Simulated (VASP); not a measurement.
```
CaB2
1.0
    0.00000     2.90945     2.90945
    2.90945     0.00000     2.90945
    2.90945     2.90945     0.00000
Ca B
1 2
Direct
  0.00000   0.00000   0.00000
  0.25000   0.25000   0.25000
  0.75000   0.75000   0.75000
```

Level of theory: PBEsol GGA, VASP's PBE PAW potentials (set 64) (plane waves; VASP 6.6.1). Settings: 600 eV cut-off, 8×8×8 Γ-centred mesh, first-order Methfessel-Paxton smearing of 0.10 eV, potentials Ca_sv B.

Each relaxation starts from this cell; other phases were not tried.

### Question
The cell is relaxed at 10 GPa. What happens?

### Answer
The volume per atom goes from 16.42 to 14.15 Å³ (-13.8 %), and the cell becomes a = b = c = 5.538 Å, α = β = γ = 90.00°, space group Fm-3m.

### Question
The cell is relaxed at 30 GPa. What happens?

### Answer
The volume per atom goes from 16.42 to 11.86 Å³ (-27.8 %), and the cell becomes a = b = c = 5.221 Å, α = β = γ = 90.00°, space group Fm-3m.

Failed runs are left out, and for metals the shear rows, which the mesh's noise covers.

The structure was generated: CaB2 was put into the fluorite type (Fm-3m), which need not be its known phase.
